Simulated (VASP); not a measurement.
NaI (rock salt), at 1.04 of the tabulated volume:

```yaml
crystal:
  lattice:
    - [0.00000, 3.27757, 3.27757]
    - [3.27757, 0.00000, 3.27757]
    - [3.27757, 3.27757, 0.00000]
  atoms:
    - { symbol: Na, position: [0.00000, 0.00000, 0.00000] }
    - { symbol: I, position: [0.50000, 0.50000, 0.50000] }
```

The lowest empty band near Γ, direction [100], from PBE with spin-orbit coupling in VASP (PAW); its two spin partners are averaged. The gap over the points computed is 3.21 eV, and the next band on that side lies 4.37 eV away at the edge.

Numerical set-up: 400 eV cut-off, 8×8×8 Γ-centred mesh, Gaussian smearing of 0.050 eV, potentials Na_pv I.

```
distance from the edge in k (1/Å)  distance in energy (meV)
---------------------------------  ------------------------
0.018                                                   4.6
0.025                                                   8.8
0.035                                                  17.3
0.050                                                  35.0
0.070                                                  68.0
```

Task: Fit E(1 + αE) = ħ²k²/2m* (ħ²/2m0 = 3.810 eV Å²) and predict the row at 0.095 1/Å.

Result: Least squares on the energies gives the electron mass m* = 0.269 m0 and α = 0.30 per eV, and so 123.2 meV. The run gave 123.4 meV, +0.2 meV from the fit.

Left out are points under 3 meV from the edge, since the levels carry 0.1 meV, and points farther than half the way to the next band.

The compound is NaI in the rock salt structure. The cell was not relaxed at this level.
